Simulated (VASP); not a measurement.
## K in VASP: the effect of functional

Slab: K, a slab with vacuum.

```
CELL_PARAMETERS angstrom
4.53451 0.00000 0.00000
-1.51150 4.27518 0.00000
0.00000 0.00000 22.40482
ATOMIC_POSITIONS crystal
K 0.50000 0.50000 0.33475
K 0.00000 0.00000 0.50000
K 0.50000 0.50000 0.66525
```

Alike in all runs:

```yaml
Program: VASP 6.6.1
Task: work function
Cutoff: 520 eV
k_mesh: 6 × 6 × 1
Occupations: fermi-dirac, width 0.05 eV
Spin: no spin polarisation
```

| functional | potentials or basis | work function (eV) |
| --- | --- | --- |
| LDA | VASP PAW LDA potentials, release 64 (K_sv) | 2.54 |
| PBE | VASP PAW PBE potentials, release 64 (K_sv) | 2.41 |
| PBEsol | VASP PAW PBE potentials, release 64 (K_sv) | 2.43 |
| RPBE | VASP PAW PBE potentials, release 64 (K_sv) | 2.32 |
| revPBE | VASP PAW PBE potentials, release 64 (K_sv) | 2.34 |
| BLYP | VASP PAW PBE potentials, release 64 (K_sv) | ? |
| AM05 | VASP PAW PBE potentials, release 64 (K_sv) | 2.34 |
| PW91 | VASP PAW PBE potentials, release 64 (K_sv) | 2.40 |

What does the run with functional BLYP give?

Work function 2.08 eV.
